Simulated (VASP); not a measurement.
Input:

```yaml
crystal:
  lattice:
    - [0.00000, 3.02970, 3.02970]
    - [3.02970, 0.00000, 3.02970]
    - [3.02970, 3.02970, 0.00000]
  atoms:
    - { symbol: Al, position: [0.25000, 0.25000, 0.25000] }
    - { symbol: Al, position: [0.75000, 0.75000, 0.75000] }
    - { symbol: Au, position: [0.00000, 0.00000, 0.00000] }
```

Calculation: r2SCAN meta-GGA, VASP's PBE PAW potentials (set 64) (plane waves; VASP). Numerical set-up: 520 eV cut-off, 9×9×9 Γ-centred mesh, first-order Methfessel-Paxton smearing of 0.10 eV, potentials Al Au.

Question: Give the stress tensor in GPa (positive for a compressed cell).

Answer: 
```
-3.06   0.00   0.00
 0.00  -3.06   0.00
 0.00   0.00  -3.06
```
The pressure is its mean diagonal, -3.06 GPa.

The compound is AuAl2 in the fluorite structure. This cell is one point of a volume scan, at 1.03 of the reference volume. The electron count is odd and the run is not spin-polarised, which forces a metal.
